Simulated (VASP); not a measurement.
Consider the following.

```yaml
crystal:
  lattice:
    - [2.01500, -3.49008, 0.00000]
    - [2.01500, 3.49008, 0.00000]
    - [0.00000, 0.00000, 5.22000]
  atoms:
    - { symbol: Te, position: [0.33333, 0.66667, 0.25400] }
    - { symbol: Te, position: [0.66667, 0.33333, 0.74600] }
    - { symbol: Pt, position: [0.00000, 0.00000, 0.00000] }
```

The numbers are results of PBE GGA, VASP's PBE PAW potentials (set 64) (plane waves; VASP 6.6.1), not measurements. Settings: 300 eV cut-off, 7×7×5 Γ-centred mesh, Gaussian smearing of 0.10 eV, potentials Te Pt.

Q: Give the energies of bands 3 to 14 at the high-symmetry points, in eV from the Fermi level.

A: 
```
band      Γ      M      K      A      L      H
----  -----  -----  -----  -----  -----  -----
3     -6.80  -6.80  -6.80  -5.81  -7.31  -6.16
4     -5.89  -5.22  -5.60  -5.81  -5.78  -6.16
5     -5.89  -4.89  -5.60  -4.66  -5.48  -6.11
6     -3.88  -3.80  -4.45  -3.92  -4.55  -4.13
7     -3.88  -3.60  -4.45  -3.92  -3.61  -4.13
8     -2.71  -3.54  -3.75  -2.31  -3.52  -4.09
9     -0.55  -3.49  -2.12  -1.40  -3.30  -3.60
10    -0.55  -3.46  -1.94  -1.17  -2.54  -2.75
11     1.08  -2.89  -1.94  -1.17  -0.78  -2.75
12     1.08   0.18  -0.18   2.23   0.53   2.42
13     1.42   2.56  -0.18   2.23   1.36   2.42
14     2.69   3.74   2.72   4.07   4.23   5.76
```

It has no gap at this level: it comes out as a metal or semimetal.

The structure is a typed PtTe2 crystal (P-3m1). The cell was not relaxed at this level.
